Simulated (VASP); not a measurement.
A convergence study with VASP on AlN (wurtzite): one setting is varied, all else stays as given below, so the limit is that of these other settings.

```
CELL_PARAMETERS angstrom
      1.55500    -2.69334     0.00000
      1.55500     2.69334     0.00000
      0.00000     0.00000     4.98000
ATOMIC_POSITIONS crystal
  Al 0.66667 0.33333 0.50000
  Al 0.33333 0.66667 0.00000
  N  0.66667 0.33333 0.88200
  N  0.33333 0.66667 0.38200
```

Method: PBE GGA, VASP's PBE PAW potentials (set 64) (plane waves; VASP 6.6.1). The tightest run used: 700 eV cut-off, 17×17×9 Γ-centred mesh, tetrahedra with Blöchl corrections, potentials Al N.

**Question.** The settings run are 3×3×2 mesh; 4×4×2 mesh; 5×5×3 mesh; 6×6×3 mesh; 7×7×4 mesh; 8×8×4 mesh; 9×9×5 mesh; 10×10×6 mesh; 11×11×6 mesh; 12×12×7 mesh; 13×13×7 mesh; 14×14×8 mesh; 15×15×8 mesh; 16×16×9 mesh; 17×17×9 mesh. From which on does the energy per atom stay within 0.005 eV/atom of the tightest run?

**Answer.** From 5×5×3 mesh on: it is off by 0.0020 there and by no more than 0.005 in any finer run, while 4×4×2 mesh is off by 0.0079.
```
setting       E (eV/atom)  pressure (GPa)  irreducible k-points  difference judged (eV/atom)
------------  -----------  --------------  --------------------  ---------------------------
3×3×2 mesh        -7.3988            3.81                     6                       0.0461
4×4×2 mesh        -7.4370            3.70                     8                       0.0079
5×5×3 mesh        -7.4430            3.75                    10                       0.0020
6×6×3 mesh        -7.4442            3.75                    14                       0.0008
7×7×4 mesh        -7.4448            3.76                    24                       0.0001
8×8×4 mesh        -7.4449            3.76                    30                       0.0000
9×9×5 mesh        -7.4449            3.76                    36                       0.0000
10×10×6 mesh      -7.4449            3.76                    56                       0.0000
11×11×6 mesh      -7.4449            3.76                    64                       0.0000
12×12×7 mesh      -7.4449            3.76                    76                       0.0000
13×13×7 mesh      -7.4449            3.76                    84                       0.0000
14×14×8 mesh      -7.4449            3.76                   120                       0.0000
15×15×8 mesh      -7.4449            3.76                   135                       0.0000
16×16×9 mesh      -7.4449            3.76                   150                       0.0000
17×17×9 mesh      -7.4449            3.76                   165                       0.0000
```

Left out are rungs that failed or repeat a setting and relaxations that didn't move; long series are thinned to 24 rows.

The compound is AlN in the wurtzite structure. The cell was not relaxed at this level.
